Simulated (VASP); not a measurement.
Here is the system:

```
Cs
1.0
   -1.94132     1.94132     1.94132
    1.94132    -1.94132     1.94132
    1.94132     1.94132    -1.94132
Cs
1
Cartesian
  0.00000   0.00000   0.00000
```

All values below come from PBEsol GGA, VASP's PBE PAW potentials (set 64) (plane waves; VASP). Settings: 480 eV cut-off, 8×8×8 Γ-centred mesh, first-order Methfessel-Paxton smearing of 0.10 eV, potentials Cs_sv.

Unless said otherwise, spin-orbit coupling is left out, though it shifts the bands of the heavy elements here.

Q: Estimate the energy per atom (σ→0), pressure, band gap (on the k-mesh) with the smallest direct gap where there is one.

A: 
```json
{
  "band gap (on the k-mesh)": "none (metal, semimetal or under 0.01 eV)",
  "energy per atom (σ→0)": "0.508 eV/atom",
  "pressure": "14.98 GPa"
}
```

The compound is Cs in the bcc structure. It was relaxed first under an external pressure of 15 GPa.
